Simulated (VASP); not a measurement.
Here is the system:

```xyz
2
Lattice="1.8107 -3.1363 0.0000 1.8107 3.1363 0.0000 0.0000 0.0000 5.5825" Properties=species:S:1:pos:R:3 pbc="T T T"
Dy     1.8107     1.0454     1.3956
Dy     1.8107    -1.0454     4.1868
```

These are PW91 GGA, VASP's PBE PAW potentials (set 64) (plane waves; VASP) values and carry that method's errors. Settings: 520 eV cut-off, Gaussian smearing of 0.050 eV, potentials Dy_3.

The 4f electrons are frozen in the core of the lanthanide potential, so 4f levels, which can set the real gap, and their magnetism are missing.

### Question
Give the energies of bands 7 to 12 at the high-symmetry points, in eV from the Fermi level.

### Answer

```json
[
 {"band": "7", "Γ": "-5.07", "M": "-1.90", "K": "-0.92", "A": "-3.45", "L": "-1.91", "H": "-0.58"},
 {"band": "8", "Γ": "-2.13", "M": "-1.41", "K": "-0.73", "A": "-3.45", "L": "-1.91", "H": "-0.58"},
 {"band": "9", "Γ": "1.43", "M": "-0.93", "K": "-0.73", "A": "1.05", "L": "0.07", "H": "-0.39"},
 {"band": "10", "Γ": "1.75", "M": "0.04", "K": "-0.41", "A": "1.05", "L": "0.07", "H": "-0.39"},
 {"band": "11", "Γ": "1.75", "M": "1.39", "K": "1.19", "A": "1.64", "L": "1.69", "H": "0.57"},
 {"band": "12", "Γ": "2.28", "M": "1.65", "K": "1.19", "A": "1.64", "L": "1.69", "H": "0.57"}
]
```

It has no gap at this level: it comes out as a metal or semimetal.

The compound is Dy in the hcp structure. It was relaxed first.
